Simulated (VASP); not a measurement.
Level of theory: LDA (Ceperley-Alder, Perdew-Zunger), VASP's LDA PAW potentials (set 64) (plane waves; VASP).

VASP ran on this input.

File POSCAR:
```
SrO
1.0
  0.0000000000   2.5388467148   2.5388467148
  2.5388467148   0.0000000000   2.5388467148
  2.5388467148   2.5388467148   0.0000000000
Sr O
1 1
Direct
  0.0000000000   0.0000000000   0.0000000000
  0.5000000000   0.5000000000   0.5000000000
```

INCAR:
```
# general
SYSTEM  = SrO
PREC    = Accurate
ENCUT   = 520   # plane-wave cut-off (eV)
LREAL   = F   # projection in real space or not
LASPH   = T

# electronic loop
EDIFF   = 1E-6   # SCF stop (eV)
NELM    = 100   # most electronic steps
ALGO    = Normal   # blocked Davidson
LMAXMIX = 4

# smearing
ISMEAR  = 0   # Gaussian
SIGMA   = 0.05

# ions
IBRION  = 2   # conjugate gradients
NSW     = 60
ISIF    = 3   # ions, shape and volume
EDIFFG  = -0.01

# output
LWAVE   = F
LCHARG  = F
```

**KPOINTS**
```
Automatic mesh
0
Gamma
8 8 8
0 0 0
```

POTCAR, in this order: Sr_sv O (LDA.64 set). Program: vasp_std.

### Question
What will the output report for the number of irreducible k-points (NKPTS), number of bands (NBANDS), largest plane-wave count, number of space-group operations, FFT grid (NGX, NGY, NGZ)?

### Answer

```json
{
 "number of irreducible k-points (NKPTS)": "29",
 "number of bands (NBANDS)": "12",
 "largest_plane_wave_count": "903",
 "number_of_space_group_operations": "48",
 "FFT grid (NGX, NGY, NGZ)": "28 × 28 × 28"
}
```

The compound is SrO in the rock salt structure. It was relaxed first. The start is the result of an earlier pass.
